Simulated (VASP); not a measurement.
An input for Quantum ESPRESSO's pw.x (written as the equivalent of a VASP run, and not itself run):

```
&CONTROL
  calculation = 'scf'
  pseudo_dir = './pseudo'
  outdir = './out'
  tprnfor = .true.
  tstress = .true.
/
&SYSTEM
  ibrav = 0
  nat = 2
  ntyp = 2
  ecutwfc = 96
  occupations = 'tetrahedra'
  input_dft = 'vdw-df-obk8'
/
&ELECTRONS
  conv_thr = 7.3e-09
  electron_maxstep = 100
/
ATOMIC_SPECIES
  Ti 47.867 Ti.upf
  Co 58.933 Co.upf
CELL_PARAMETERS angstrom
     2.9594692    0.0000000    0.0000000
     0.0000000    2.9594692    0.0000000
     0.0000000    0.0000000    2.9594692
ATOMIC_POSITIONS crystal
  Ti   0.0000000  0.0000000  0.0000000
  Co   0.5000000  0.5000000  0.5000000
K_POINTS automatic
  14 14 14 0 0 0
```

Problem. Write the VASP files for the same calculation (optB88-vdW).

Solution. One answer among several that fit: 
File POSCAR:
```
TiCo
1
    2.9594692313     0.0000000000     0.0000000000
    0.0000000000     2.9594692313     0.0000000000
    0.0000000000     0.0000000000     2.9594692313
Ti Co
1 1
Direct
  0.0000000000   0.0000000000   0.0000000000
  0.5000000000   0.5000000000   0.5000000000
```

KPOINTS:
```
Automatic
0
G
14 14 14
```

INCAR:
```
AGGAC=0.0
ALGO=Normal
EDIFF=1E-7
ENCUT=520
GGA=BO
ISIF=2
ISMEAR=-5
LASPH=.True.
LCHARG=.True.
LMAXMIX=4
LORBIT=11
LREAL=.False.
LUSE_VDW=.True.
LWAVE=.False.
NEDOS=601
NELM=100
PARAM1=0.1833333333
PARAM2=0.22
PREC=Accurate
SYSTEM=TiCo
```

POTCAR, in this order: Ti_sv Co (PBE.64 set). Program: vasp_std.

The two are equivalent in intent, not identical: the potentials are each code's own (VASP's PAW set, PseudoDojo norm-conserving files in pw.x), so ENCUT and ecutwfc are chosen apart and not converted; conv_thr bounds pw.x's estimated SCF error, while EDIFF bounds the energy change between steps.

The compound is TiCo in the CsCl type structure. It was relaxed first.
